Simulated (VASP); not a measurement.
# TaSi (relaxed from the rock salt structure, space group Fm-3m): computed properties

All values below come from PBE GGA, VASP's PBE PAW potentials (set 64) (plane waves; VASP).

```json
{
  "space_group": "Fm-3m (225)",
  "cell": "a = b = c = 5.1523 Å, α = β = γ = 90.00°",
  "volume_per_atom": "17.10 Å³/atom",
  "band gap (over mesh and band path)": "none (metal, semimetal or under 0.01 eV)",
  "density": "10.15 g/cm³"
}
```

```yaml
crystal:
  lattice:
    - [0.00000, 2.57615, 2.57615]
    - [2.57615, 0.00000, 2.57615]
    - [2.57615, 2.57615, 0.00000]
  atoms:
    - { symbol: Ta, position: [0.00000, 0.00000, 0.00000] }
    - { symbol: Si, position: [0.50000, 0.50000, 0.50000] }
```

Unless said otherwise, spin-orbit coupling is left out, though it shifts the bands of the heavy elements here.

The structure was generated: TaSi was put into the rock salt type (Fm-3m), which need not be its known phase. It was relaxed first, which changed the volume by -39 %. Symmetry was kept, so distortions that lower it aren't found. The electron count is odd and the run is not spin-polarised, which forces a metal.
